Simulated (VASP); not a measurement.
Crystal: LaRh3C.

```xyz
5
Lattice="4.2669 0.0000 0.0000 0.0000 4.2669 0.0000 0.0000 0.0000 4.2669" Properties=species:S:1:pos:R:3 pbc="T T T"
La    2.1335    2.1335    2.1335
Rh    2.1335    0.0000    0.0000
Rh    0.0000    2.1335    0.0000
Rh    0.0000    0.0000    2.1335
C     0.0000    0.0000    0.0000
```

The cell is a database's computed one.

```yaml
Program: VASP 6.6.1
Task: relaxation of cell and atoms
Functional: PBEsol
Potentials_or_basis: VASP PAW PBE potentials, release 64 (La, Rh_pv, C)
Cutoff: 600 eV
k_mesh: 10 × 10 × 10
Occupations: methfessel-paxton, width 0.1 eV
Spin: no spin polarisation
```

At the start: pressure -9.1 GPa; volume 15.54 Å³/atom.

Q: Where does the relaxation end?

A: Over 4 steps the energy falls by 22.8 meV/atom and the volume is 14.78 Å³/atom (-4.9 %); space group Pm-3m (No. 221, to 0.05 Å).

The path:
| step | energy change (eV) | largest force (eV/Å) | pressure (GPa) | volume (Å³) |
| --- | --- | --- | --- | --- |
| 1 | 0.0000 | 0.0000 | -9.14 | 77.69 |
| 2 | 0.2163 | 0.0000 | 19.91 | 68.14 |
| 3 | -0.1138 | 0.0000 | -0.23 | 73.96 |
| 4 | -0.1138 | 0.0000 | -0.03 | 73.88 |

Final structure:
```
La Rh C
1.0
     4.19615    0.00000    0.00000
     0.00000    4.19615    0.00000
     0.00000    0.00000    4.19615
La Rh C
1 3 1
Direct
  0.50000 0.50000 0.50000
  0.50000 0.00000 0.00000
  0.00000 0.50000 0.00000
  0.00000 0.00000 0.50000
  0.00000 0.00000 0.00000
```

Caveat: the PAW data sets were made with another functional, which shifts forces and pressure a little.
